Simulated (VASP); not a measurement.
All values below come from LDA (Ceperley-Alder, Perdew-Zunger), VASP's LDA PAW potentials (set 64) (plane waves; VASP).

VASP ran on this input.

POSCAR:
```
Ca(CdAs)2
1.0
  4.4138800000   0.0000000000   0.0000000000
 -2.2069400000   3.8225320000   0.0000000000
  0.0000000000   0.0000000000   7.2060600000
Ca Cd As
1 2 2
Cartesian
  0.0000000000   0.0000000000   0.0000000000
 -0.0000022069   2.5483559408   4.5632374950
  2.2069422069   1.2741760592   2.6428225050
 -0.0000022069   2.5483559408   1.7125922196
  2.2069422069   1.2741760592   5.4934677804
```

**KPOINTS**
```
Automatic mesh
0
gamma
7 7 4
```

INCAR:
```
# general
SYSTEM  = Ca(CdAs)2
PREC    = Accurate
ENCUT   = 300
LREAL   = .FALSE.
LASPH   = .TRUE.

# electronic loop
EDIFF   = 1E-6
NELM    = 100
ALGO    = Normal
LMAXMIX = 4

# smearing
ISMEAR  = -1
SIGMA   = 0.05

# ions
ISIF    = 2

# output
LWAVE   = .FALSE.
LCHARG  = .FALSE.
```

POTCAR, in this order: Ca_sv Cd As (LDA.64 set). Program: vasp_std.

Output

**OSZICAR**
```
       N       E                     dE             d eps       ncg     rms          rms(c)
DAV:   1     0.237518646522E+03    0.23752E+03   -0.15921E+04  1456   0.104E+03
DAV:   2    -0.757243711565E+01   -0.24509E+03   -0.24080E+03  1594   0.316E+02
DAV:   3    -0.200573579579E+02   -0.12485E+02   -0.12428E+02  2258   0.677E+01
DAV:   4    -0.203116636281E+02   -0.25431E+00   -0.25407E+00  2088   0.740E+00
DAV:   5    -0.203156097371E+02   -0.39461E-02   -0.39411E-02  2068   0.815E-01    0.825E+00
DAV:   6    -0.190557113216E+02    0.12599E+01   -0.46227E+00  1746   0.154E+01    0.708E+00
DAV:   7    -0.190133021111E+02    0.42409E-01   -0.78568E-01  1714   0.413E+00    0.361E+00
DAV:   8    -0.190014151160E+02    0.11887E-01   -0.66688E-02  1662   0.243E+00    0.435E-01
DAV:   9    -0.189992080459E+02    0.22071E-02   -0.14430E-02  1784   0.106E+00    0.784E-02
DAV:  10    -0.189991271038E+02    0.80942E-04   -0.10353E-03  1900   0.189E-01    0.408E-02
DAV:  11    -0.189991263406E+02    0.76321E-06   -0.14648E-04  2054   0.694E-02    0.235E-02
DAV:  12    -0.189991295817E+02   -0.32411E-05   -0.13385E-05  1752   0.247E-02    0.768E-03
DAV:  13    -0.189991289654E+02    0.61626E-06   -0.36539E-06  1438   0.150E-02
   1 F= -.18999129E+02 E0= -.18998671E+02  d E =-.915706E-03
```

**OUTCAR**
```
------------------------ aborting loop because EDIFF is reached ----------------------------------------
  FORCE on cell =-STRESS in cart. coord.  units (eV):
  Direction    XX          YY          ZZ          XY          YZ          ZX
  --------------------------------------------------------------------------------------
  Total       -2.8528047     -2.8528044     -2.8637142      0.0000000      0.0000000     -0.0000000
  in kB      -37.5935294    -37.5935253    -37.7372915      0.0000000      0.0000000     -0.0000000
  external PRESSURE =     -37.6414487 kB  Pullay stress =       0.0000000 kB
  volume of cell :      121.58
      direct lattice vectors                 reciprocal lattice vectors
     4.413880000  0.000000000  0.000000000     0.226558040  0.130803352  0.000000000
    -2.206940000  3.822532000  0.000000000     0.000000000  0.261606705  0.000000000
     0.000000000  0.000000000  7.206060000     0.000000000  0.000000000  0.138772089
 POSITION                                       TOTAL-FORCE (eV/Angst)
 -----------------------------------------------------------------------------------
      0.00000      0.00000      0.00000         0.000000      0.000000      0.000000
     -0.00000      2.54836      4.56324        -0.000000      0.000000     -0.000914
      2.20694      1.27418      2.64282        -0.000000     -0.000000      0.000914
     -0.00000      2.54836      1.71259         0.000000     -0.000000      0.051204
      2.20694      1.27418      5.49347         0.000000      0.000000     -0.051204
 -----------------------------------------------------------------------------------
    total drift:                                0.000000      0.000000      0.000000
  FREE ENERGIE OF THE ION-ELECTRON SYSTEM (eV)
  ---------------------------------------------------
  free  energy   TOTEN  =       -18.9991289654 eV

  energy  without entropy=      -18.9982132593  energy(sigma->0) =      -18.99867111
```
(Selected blocks of OUTCAR.)

At this cut-off the stress carries a Pulay error, which pulls relaxed volumes low.

The structure comes from a computed database's CaCd2As2 entry (P-3m1); how it stands against other phases isn't given here. The cell was not relaxed at this level.
